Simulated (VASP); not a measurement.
# SiF (Pm-3m) in VASP: settings compared

The runs below take SiF through relaxation of cell and atoms, with PBE+D4, PBE+TS, PBE+TS-HI.

Program: VASP 6.6.1. These are calculated values, not measurements. Logs are shortened: lines on timing, memory, paths and dates and some standing lists are left out, and cuts for length are marked.

### 1 Starting point

Symmetry: Pm-3m, No. 221, cubic system. The conventional cell has a = 3.029 Å, b = 3.029 Å, c = 3.029 Å, α = 90.00°, β = 90.00°, γ = 90.00°. Si (site symmetry m-3m) is surrounded by 8 F at 2.62 Å. F (site symmetry m-3m) is surrounded by 8 Si at 2.62 Å.

The cell was built by a generator and needn't be a form met in nature.

### 2 Relaxation of cell and atoms, PBE+D4

File INCAR:

```
SYSTEM = SiF
ALGO     = Normal         ! electronic algorithm
EDIFF    = 1E-6           ! SCF threshold, eV
EDIFFG   = -0.02          ! ionic threshold
ENCUT    = 600            ! plane-wave cutoff, eV
GGA      = PE             ! functional
IBRION   = 2              ! ionic algorithm
ISIF     = 3              ! what is computed and relaxed
ISMEAR   = -1             ! smearing method
IVDW     = 13             ! dispersion correction
LASPH    = .TRUE.         ! aspherical terms in the spheres
LCHARG   = .FALSE.        ! write CHGCAR
LREAL    = .FALSE.        ! projectors in reciprocal space
LWAVE    = .FALSE.        ! write WAVECAR
NELM     = 60             ! most SCF steps
NSW      = 60             ! ionic steps
PREC     = Accurate       ! precision mode
SIGMA    = 0.05           ! smearing width, eV
```

File KPOINTS:

```
k-points
0
G
  9 9 9
  0 0 0
```

File POSCAR:

```
SiF
1.0
    3.0286000000      0.0000000000      0.0000000000
    0.0000000000      3.0286000000      0.0000000000
    0.0000000000      0.0000000000      3.0286000000
Si F
1 1
Direct
    0.5000000000      0.5000000000      0.5000000000
    0.0000000000      0.0000000000      0.0000000000
```

Potentials or basis: VASP PAW PBE potentials, release 64 (Si, F).

Command:

```bash
$ cat potpaw_PBE.64/Si/POTCAR potpaw_PBE.64/F/POTCAR > POTCAR
$ mpirun -np 1 vasp_std > vasp.out
```

OUTCAR:

```text
SYSTEM = SiF
   EDIFF = 1E-6
   EDIFFG = -0.02
   ENCUT = 600
   GGA = PE
   IBRION = 2
   ISIF = 3
   ISMEAR = -1
   IVDW = 13
   LASPH = .TRUE.
   LREAL = .FALSE.
   NELM = 60
   NSW = 60
   PREC = Accurate

 ion  position               nearest neighbor table
   1  0.500  0.500  0.500-
   2  0.000  0.000  0.000-

  LATTYP: Found a simple cubic cell.
 ALAT       =     3.0286000000

  Lattice vectors:

 A1 = (   3.0286000000,   0.0000000000,   0.0000000000)
 A2 = (   0.0000000000,   3.0286000000,   0.0000000000)
 A3 = (   0.0000000000,   0.0000000000,   3.0286000000)

Analysis of symmetry for initial positions (statically):
=====================================================================
 Subroutine PRICEL returns:
 Original cell was already a primitive cell.

 Routine SETGRP: Setting up the symmetry group for a
 simple cubic supercell.

 Subroutine GETGRP returns: Found 48 space group operations
 (whereof 48 operations were pure point group operations)
 out of a pool of 48 trial point group operations.

The static configuration has the point symmetry O_h .

Analysis of symmetry for dynamics (positions and initial velocities):
=====================================================================
 Subroutine PRICEL returns:
 Original cell was already a primitive cell.

 Routine SETGRP: Setting up the symmetry group for a
 simple cubic supercell.

 Subroutine GETGRP returns: Found 48 space group operations
 (whereof 48 operations were pure point group operations)
 out of a pool of 48 trial point group operations.

The dynamic configuration has the point symmetry O_h .

 Subroutine INISYM returns: Found 48 space group operations
 (whereof 48 operations are pure point group operations),
 and found     1 'primitive' translations

----------------------------------------------------------------------------------------

                                     Primitive cell

  volume of cell :      27.7796

  direct lattice vectors                    reciprocal lattice vectors
     3.028600000  0.000000000  0.000000000     0.330185564  0.000000000  0.000000000
     0.000000000  3.028600000  0.000000000     0.000000000  0.330185564  0.000000000
     0.000000000  0.000000000  3.028600000     0.000000000  0.000000000  0.330185564

  length of vectors
     3.028600000  3.028600000  3.028600000     0.330185564  0.330185564  0.330185564

  position of ions in fractional coordinates (direct lattice)
     0.500000000  0.500000000  0.500000000
     0.000000000  0.000000000  0.000000000

  ion indices of the primitive-cell ions
   primitive index   ion index
                 1           1
                 2           2

----------------------------------------------------------------------------------------

[... 66 lines left out ...]
   LASPH  =      T    aspherical Exc in radial PAW
   ENCUT  =  600.0 eV  44.10 Ry    6.64 a.u.   6.05  6.05  6.05*2*pi/ulx,y,z
   NELM   =     60;   NELMIN=  2; NELMDL= -5     # of ELM steps
   EDIFF  = 0.1E-05   stopping-criterion for ELM
   LREAL  =      F    real-space projection
   EDIFFG = -.2E-01   stopping-criterion for IOM
   NSW    =     60    number of steps for IOM
   IBRION =      2    ionic relax: 0-MD 1-quasi-New 2-CG
   NFREE  =      1    steps in history (QN), initial steepest desc. (CG)
   ISIF   =      3    stress and relaxation
   ISYM   =      2    0-nonsym 1-usesym 2-fastsym
   POTIM  = 0.5000    time-step for ionic-motion
   TEBEG  =    0.0;   TEEND  =   0.0 temperature during run
   PSTRESS=    0.0 pullay stress
   NELECT =      11.0000    total number of electrons
   NUPDOWN=      -1.0000    fix difference up-down
   EMIN   =  10.00;   EMAX   =-10.00  energy-range for DOS
   EFERMI =   0.00;   METHOD = LEGACY
   ISMEAR =    -1;   SIGMA  =   0.05  broadening in eV -4-tet -1-fermi 0-gaus
   EFERMI_NEDOS =   21; number of points for ismear=-14 and -15
   IALGO  =     38    algorithm
   IMIX   =      4    mixing-type and parameters
     AMIX     =   0.40;   BMIX     =  1.00
     AMIX_MAG =   1.60;   BMIX_MAG =  1.00
  volume/ion in A,a.u.               =      13.89        93.73
  Fermi-wavevector in a.u.,A,eV,Ry     =   1.202164  2.271761 19.663124  1.445199
  Thomas-Fermi vector in A             =   2.337953
   LORBIT       =      0    0 simple, 1 ext, 2 COOP (PROOUT), +10 PAW based schemes
   GGA     = PE    functional components
   LHFCALC =     F    Hartree Fock is set to
   AEXX    =    0.0000 exact exchange contribution
   IVDW    =    13    specifies the selected vdW correction
   LEPSILON=     F    determine dielectric tensor
   LRPA    =     F    only Hartree local field effects (RPA)
 conjugate gradient relaxation of ions
 non-spin polarized calculation
  energy-cutoff  :      600.00
  volume of cell :       27.78
 maximum number of plane-waves:       943
   NGX = 13   NGY = 13   NGZ = 13

--------------------------------------- Ionic step        1  -------------------------------------------

 number of electron      11.0000013 magnetization

 Free energy of the ion-electron system (eV)
  ---------------------------------------------------
  ext. energy  EPLUGINS =         0.00000000
  ---------------------------------------------------
  free energy    TOTEN  =        -7.78013319 eV

  energy without entropy =       -7.76234842  energy(sigma->0) =       -7.77124081

------------------------ aborting loop because EDIFF is reached ----------------------------------------

  DFT-D4 for vdW energy calculation

  Edisp (eV):   -0.57658
[... 71 lines left out ...]
--------------------------------------- Ionic step        3  -------------------------------------------

 number of electron      11.0000013 magnetization

 Free energy of the ion-electron system (eV)
  ---------------------------------------------------
  ext. energy  EPLUGINS =         0.00000000
  ---------------------------------------------------
  free energy    TOTEN  =        -7.78013914 eV

  energy without entropy =       -7.76240149  energy(sigma->0) =       -7.77127031

 E-fermi :   5.8173     XC(G=0): -10.3133

 val. band max:        5.7863745163   @ k =   0.3333   0.2222   0.0000
 cond. band min:       5.8437847041   @ k =   0.4444   0.3333   0.0000
 fundamental gap:      0.0574101879
 Fermi energy:         5.8173113603

 k-point     1 :       0.0000    0.0000    0.0000
  band No.  band energies     occupation
      1     -18.3200      2.00000
      2      -3.1605      2.00000
      3       0.5886      2.00000
      4       0.5886      2.00000
      5       0.5886      2.00000
      6      10.9775      0.00000
      7      10.9775      0.00000
      8      10.9775      0.00000
      9      11.6427      0.00000
[... 265 lines left out ...]
 k-point    24 :       0.4444    0.3333    0.1111
  band No.  band energies     occupation
      1     -17.9443      2.00000
      2      -2.4056      2.00000
      3      -0.8985      2.00000
      4       0.8517      2.00000
      5       1.6454      2.00000
      6       5.8802      0.44241
      7       6.9271      0.00000
      8      10.8061      0.00000
      9      13.6849      0.00000

 [... further k-points ...]

------------------------ aborting loop because EDIFF is reached ----------------------------------------

  DFT-D4 for vdW energy calculation

  Edisp (eV):   -0.57668
[... 25 lines left out ...]
  FREE ENERGIE OF THE ION-ELECTRON SYSTEM (eV)
  ---------------------------------------------------
  free  energy   TOTEN  =        -8.3568162613 eV

  energy  without entropy=       -8.3390786072  energy(sigma->0) =       -8.34794743

 reached required accuracy - stopping structural energy minimisation
```

CONTCAR:

```text
SiF
   1.00000000000000
     3.0265691279450420    0.0000000000000000   -0.0000000000000000
    -0.0000000000000000    3.0265691279450420    0.0000000000000000
     0.0000000000000000    0.0000000000000000    3.0265691279450420
  Si              F
     1     1
Direct
     0.5000000000000000    0.5000000000000000    0.5000000000000000
     0.0000000000000000    0.0000000000000000    0.0000000000000000

  0.00000000E+00  0.00000000E+00  0.00000000E+00
  0.00000000E+00  0.00000000E+00  0.00000000E+00
```

Wall time 10 s (1 thread of AMD EPYC 9R45 (Zen 5), shared host); peak memory 0.11 GiB.

What came out:

```yaml
Free_energy: -8.3568 eV
Relaxed_volume: 13.86 Å³/atom
Relaxed_cell: a = 3.027 Å, b = 3.027 Å, c = 3.027 Å, α = 90.00°, β = 90.00°, γ = 90.00°
Space_group_after_relaxing_to_0.05_Å: Pm-3m (No. 221)
Energy_gained_by_relaxing: 0.1 meV/atom
Ionic_steps: 3
Pressure_after_relaxing: 0.0 GPa
Band_gap_on_the_k_mesh: none (metal or under the smearing width)
Dispersion_energy_per_atom: -0.288 eV
```

The path:
```tsv
step	energy change (eV)	largest force (eV/Å)	pressure (GPa)	volume (Å³)
1	0.0000	0.0000	-0.53	27.78
2	0.0005	0.0000	1.43	27.59
3	-0.0001	0.0000	0.00	27.72
```

Final structure:
```
CELL_PARAMETERS angstrom
3.02657 0.00000 0.00000
0.00000 3.02657 0.00000
0.00000 0.00000 3.02657
ATOMIC_POSITIONS crystal
Si 0.50000 0.50000 0.50000
F 0.00000 0.00000 0.00000
```

Caveat: an odd number of electrons without spin polarisation forces a metal; a magnetic or distorted state may lie lower; pairwise dispersion overbinds metals, which lowers pressure and volume.

### 3 Relaxation of cell and atoms, PBE+TS

Edit INCAR of step 2 so:

```diff
@@ -9,3 +9,3 @@
 ISMEAR   = -1             ! smearing method
-IVDW     = 13             ! dispersion correction
+IVDW     = 2              ! dispersion correction
 LASPH    = .TRUE.         ! aspherical terms in the spheres
```

KPOINTS is that of step 2.

POSCAR is that of step 2.

Potentials or basis: VASP PAW PBE potentials, release 64 (Si, F).

Command:

```bash
$ cat potpaw_PBE.64/Si/POTCAR potpaw_PBE.64/F/POTCAR > POTCAR
$ mpirun -np 1 vasp_std > vasp.out
```

It took 10 s on 1 thread of AMD EPYC 9R45 (Zen 5), shared host; peak memory 0.11 GiB.

Results (log left out):

```yaml
Free_energy: -8.0814 eV
Relaxed_volume: 13.60 Å³/atom
Relaxed_cell: a = 3.007 Å, b = 3.007 Å, c = 3.007 Å, α = 90.00°, β = 90.00°, γ = 90.00°
Space_group_after_relaxing_to_0.05_Å: Pm-3m (No. 221)
Energy_gained_by_relaxing: 1.5 meV/atom
Ionic_steps: 2
Pressure_after_relaxing: 0.0 GPa
Band_gap_on_the_k_mesh: none (metal or under the smearing width)
Hirshfeld_charges: Si +0.20; F -0.20 e
Dispersion_energy_per_atom: -0.152 eV
```

Step by step:
```csv
step,energy change (eV),largest force (eV/Å),pressure (GPa),volume (Å³)
1,0.0000,0.0000,-1.69,27.78
2,-0.0031,0.0000,-0.01,27.19
```

Final structure:
```xyz
2
Lattice="3.0072 0.0000 0.0000 0.0000 3.0072 0.0000 0.0000 0.0000 3.0072" Properties=species:S:1:pos:R:3 pbc="T T T"
Si    1.5036    1.5036    1.5036
F     0.0000    0.0000    0.0000
```

Levels at points of the mesh, in eV from the Fermi level:
| k point | band 2 | band 3 | band 4 | band 5 | band 6 | band 7 | band 8 | band 9 |
| --- | --- | --- | --- | --- | --- | --- | --- | --- |
| (0.00, 0.00, 0.00) | -9.03 | -5.34 | -5.34 | -5.34 | 5.27 | 5.27 | 5.27 | 5.79 |

Caveat: atom-pairwise D2, TS and ULG terms overbind metals; an odd number of electrons without spin polarisation forces a metal; a magnetic or distorted state may lie lower; pairwise dispersion overbinds metals, which lowers pressure and volume.

### 4 Relaxation of cell and atoms, PBE+TS-HI

Edit INCAR of step 3 so:

```diff
@@ -9,3 +9,3 @@
 ISMEAR   = -1             ! smearing method
-IVDW     = 2              ! dispersion correction
+IVDW     = 21             ! dispersion correction
 LASPH    = .TRUE.         ! aspherical terms in the spheres
```

KPOINTS is that of step 3.

POSCAR is that of step 3.

Command:

```bash
$ cat potpaw_PBE.64/Si/POTCAR potpaw_PBE.64/F/POTCAR > POTCAR
$ mpirun -np 1 vasp_std > vasp.out
```

Run time: 27 s. Hardware: 1 thread of AMD EPYC 9R45 (Zen 5), shared host; peak memory 0.11 GiB.

It converged, with:

```
Free energy                            : -8.0229 eV
Relaxed volume                         : 13.51 Å³/atom
Relaxed cell                           : a = 3.001 Å, b = 3.001 Å, c = 3.001 Å, α = 90.00°, β = 90.00°, γ = 90.00°
Space group after relaxing (to 0.05 Å) : Pm-3m (No. 221)
Energy gained by relaxing              : 3.3 meV/atom
Ionic steps                            : 2
Pressure after relaxing                : -0.2 GPa
Band gap on the k mesh                 : none (metal or under the smearing width)
Hirshfeld charges                      : Si +0.21; F -0.21 e
Dispersion energy per atom             : -0.124 eV
```

Step by step:
```tsv
step	energy change (eV)	largest force (eV/Å)	pressure (GPa)	volume (Å³)
1	0.0000	0.0000	-2.19	27.78
2	-0.0067	0.0000	-0.17	27.02
```

Final structure:
```
CELL_PARAMETERS angstrom
3.00088 0.00000 0.00000
0.00000 3.00088 0.00000
0.00000 0.00000 3.00088
ATOMIC_POSITIONS crystal
Si 0.50000 0.50000 0.50000
F 0.00000 0.00000 0.00000
```

Levels at points of the mesh, in eV from the Fermi level:
| k point | band 2 | band 3 | band 4 | band 5 | band 6 | band 7 | band 8 | band 9 |
| --- | --- | --- | --- | --- | --- | --- | --- | --- |
| (0.00, 0.00, 0.00) | -9.04 | -5.37 | -5.37 | -5.37 | 5.31 | 5.31 | 5.31 | 5.78 |

Caveat: an odd number of electrons without spin polarisation forces a metal; a magnetic or distorted state may lie lower; pairwise dispersion overbinds metals, which lowers pressure and volume.

### 5 The reference run

An earlier run on the cell as given: functional PBE; potentials or basis VASP PAW PBE potentials, release 64 (Si, F); cutoff 520 eV; k mesh 9 × 9 × 9; occupations fermi-dirac, width 0.05 eV; no spin polarisation.

* Pressure: 0.0 GPa
* Band gap on the k mesh: none (metal or under the smearing width)

### 6 Summary

| task | level | cell | cutoff (eV) | gap on the mesh (eV) | pressure (GPa) | relaxed volume (Å³/atom) |
| --- | --- | --- | --- | --- | --- | --- |
| relaxation of cell and atoms | PBE+D4 | relaxed | 600 | none | 0.0 | 13.86 |
| relaxation of cell and atoms | PBE+TS | relaxed | 600 | none | 0.0 | 13.60 |
| relaxation of cell and atoms | PBE+TS-HI | relaxed | 600 | none | -0.2 | 13.51 |
| single point | PBE | as given | 520 | none | 0.0 | - |

Alike in all rows: potentials or basis VASP PAW PBE potentials, release 64 (Si, F); no spin polarisation; k mesh 9 × 9 × 9; smearing fermi-dirac 0.05 eV.

Caveats: an odd number of electrons without spin polarisation forces a metal; a magnetic or distorted state may lie lower; pairwise dispersion overbinds metals, which lowers pressure and volume (some runs); atom-pairwise D2, TS and ULG terms overbind metals (some runs).

Total energies depend on the potentials used, so only differences within one code and one set of settings carry meaning.
